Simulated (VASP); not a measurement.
The input files of a VASP run:

**POSCAR**
```
LaSi3Ru
1
   -2.0900750000     2.0900750000     4.8825900000
    2.0900750000    -2.0900750000     4.8825900000
    2.0900750000     2.0900750000    -4.8825900000
La Si Ru
1 3 1
Direct
  0.9992900000   0.9992900000   0.0000000000
  0.4177300000   0.4177300000   0.0000000000
  0.2606600000   0.7606600000   0.5000000000
  0.7606600000   0.2606600000   0.5000000000
  0.6556500000   0.6556500000   0.0000000000
```

### KPOINTS
```
Automatic
0
Gamma
  9 9 9
```

### INCAR
```
SYSTEM=LaSi3Ru
PREC=Accurate; ENCUT=300; LREAL=F
LASPH=T
EDIFF=1E-6; NELM=100; ALGO=Normal
LMAXMIX=6
ISMEAR=0; SIGMA=0.05
GGA=PS
ISIF=2
LWAVE=F; LCHARG=F
```

POTCAR, in this order: La Si Ru_pv (PBE.64 set). Program: vasp_std.

### Question
Translate this PBEsol calculation to Ansatz.

### Answer
One equivalent input (not run):
Ansatz 0.2 input:
```yaml
crystal:
  lattice:
    - [-2.0900750, 2.0900750, 4.8825900]
    - [2.0900750, -2.0900750, 4.8825900]
    - [2.0900750, 2.0900750, -4.8825900]
  atoms:
    - { symbol: La, position: [0.9992900, 0.9992900, 0.0000000] }
    - { symbol: Si, position: [0.4177300, 0.4177300, 0.0000000] }
    - { symbol: Si, position: [0.2606600, 0.7606600, 0.5000000] }
    - { symbol: Si, position: [0.7606600, 0.2606600, 0.5000000] }
    - { symbol: Ru, position: [0.6556500, 0.6556500, 0.0000000] }
kpoints:
  mp_grid: { grid: [9, 9, 9] }
hamiltonian:
  xc: pbesol
  pseudopotentials: { kind: paw }
scf:
  occupations: { method: gaussian, width: 0.05 }
  max_iter: 100
output: { forces: true, stress: true, eigenvalues: true }
```
Limits of the translation: each code has its own PAW files, so the cut-off isn't converted (ENCUT is set for VASP's; basis.ecutwfc is left out, and Ansatz then takes the one that its files recommend); Ansatz stops its SCF on the density residual and VASP on the energy change (EDIFF).

The structure comes from a computed database's LaSi3Ru entry; how it stands against other phases isn't given here. The cell was not relaxed at this level, and its volume differs by -5.9 % from the start's.
